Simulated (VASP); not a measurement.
Given:

```yaml
crystal:
  lattice:
    - [0.00000, 3.03535, 3.03535]
    - [3.03535, 0.00000, 3.03535]
    - [3.03535, 3.03535, 0.00000]
  atoms:
    - { symbol: Cu, position: [0.00000, 0.00000, 0.00000] }
    - { symbol: I, position: [0.25000, 0.25000, 0.25000] }
```

Calculation: PBE GGA, VASP's PBE PAW potentials (set 64) (plane waves; VASP). Settings: 480 eV cut-off, 8×8×8 Γ-centred mesh, Gaussian smearing of 0.050 eV, potentials Cu I.

Unless said otherwise, spin-orbit coupling is left out, though it shifts the bands of the heavy elements here.

Question: Predict the energy per atom (σ→0), band gap (on the k-mesh) with the smallest direct gap where there is one.

Answer: 
```yaml
band gap (on the k-mesh): 1.13 eV
smallest direct gap (on the k-mesh): 1.13 eV
energy per atom (σ→0): -2.781 eV/atom
```

Total energies compare only between runs with the same potentials, cut-off and functional.

The compound is CuI in the zinc blende structure. It was relaxed first.
